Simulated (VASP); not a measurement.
An input for Ansatz (written as the equivalent of a VASP run, and not itself run):

Ansatz 0.2 input:
```yaml
crystal:
  lattice:
    - [3.8940435, 0.0000000, 0.0000000]
    - [-1.9470218, 3.3723404, 0.0000000]
    - [0.0000000, 0.0000000, 5.2078889]
  atoms:
    - { symbol: Te, position: [0.3333330, 0.6666670, 0.2578042] }
    - { symbol: Te, position: [0.6666670, 0.3333330, 0.7421958] }
    - { symbol: Rh, position: [0.0000000, 0.0000000, 1.0000000] }
kpoints:
  mp_grid: { grid: [8, 8, 6] }
hamiltonian:
  xc: lda
  pseudopotentials: { kind: paw }
scf:
  occupations: { method: methfessel_paxton, width: 0.1 }
  max_iter: 100
relax:
  max_steps: 60
  f_tol: 0.02
  cell: {}
output: { forces: true, stress: true, eigenvalues: true }
```

**Question.** Write the VASP files for the same calculation (LDA).

**Answer.** This is not unique; one that fits is 
### POSCAR
```
Te2Rh
1
    3.8940435459    -0.0000000000    -0.0000000000
   -1.9470217730     3.3723403725    -0.0000000000
   -0.0000000000     0.0000000000     5.2078888813
Te Rh
2 1
Direct
  0.3333330000   0.6666670000   0.2578041646
  0.6666670000   0.3333330000   0.7421958354
  0.0000000000   0.0000000000   1.0000000000
```

INCAR:
```
# general
SYSTEM  = Te2Rh
PREC    = Accurate
ENCUT   = 400
LREAL   = .False.
LASPH   = .True.

# electronic loop
EDIFF   = 1E-6
NELM    = 100
ALGO    = Normal
LMAXMIX = 4

# smearing
ISMEAR  = 1
SIGMA   = 0.1

# ions
IBRION  = 2
NSW     = 60
ISIF    = 3
EDIFFG  = -0.02

# output
LWAVE   = .False.
LCHARG  = .False.
```

KPOINTS:
```
Automatic mesh
0
gamma
  8 8 6
0 0 0
```

POTCAR, in this order: Te Rh_pv (LDA.64 set). Program: vasp_std.

Limits of the translation: each code has its own PAW files, so the cut-off isn't converted (ENCUT is set for VASP's; basis.ecutwfc is left out, and Ansatz then takes the one that its files recommend); Ansatz stops its SCF on the density residual and VASP on the energy change (EDIFF); Ansatz's lda is the Perdew-Wang form, while the LDA potentials of VASP carry Perdew-Zunger's.

The structure comes from a computed database's Te2Rh entry (P-3m1); how it stands against other phases isn't given here. This run relaxes it. Symmetry was kept, so distortions that lower it aren't found. The start is the result of an earlier pass.
